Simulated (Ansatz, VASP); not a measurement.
# Two plane-wave programs on Hf2Cl

```
CELL_PARAMETERS angstrom
0.00000 4.21081 4.21081
4.21081 0.00000 4.21081
4.21081 4.21081 0.00000
ATOMIC_POSITIONS crystal
Hf 0.62500 0.62500 0.62500
Hf 0.12500 0.62500 0.62500
Hf 0.62500 0.62500 0.12500
Hf 0.62500 0.12500 0.62500
Cl 0.00000 0.00000 0.00000
Cl 0.25000 0.25000 0.25000
```

Change from the starting cell: species swapped into the NdMg2 type (Fd-3m, No. 227).

Alike in both runs: functional PBE; k mesh 8 × 8 × 8; occupations gaussian, width 0.1 eV; no spin polarisation.

Ansatz relaxed the structure, and its values are those at the end. VASP's run is a single point on that final structure, the one shown.

```csv
,VASP,Ansatz
version,VASP 6.6.1,Ansatz 0.2.0
potentials or method,"VASP PAW PBE potentials, release 64 (Hf_pv, Cl)","scalar-relativistic, plane waves, PAW"
plane-wave cutoff (eV),520,420
valence electrons in the cell,54,118
```

VASP gave:

| Item | Value |
| --- | --- |
| gap on the k mesh at the Fermi level (eV) | none |
| pressure (GPa) | -0.2 |

**Question.** What did Ansatz give for the same quantities?

**Answer.** gap on the k mesh at the Fermi level (eV): none; pressure (GPa): 0.0.

A gap of «none» marks a metal or a gap that the smearing closes. The functional is the same, so the differences come from potentials, cutoffs and numerics. The two sets of potentials don't hold the same shells in valence.

Spin-orbit coupling is left out, which matters for the levels of Hf.
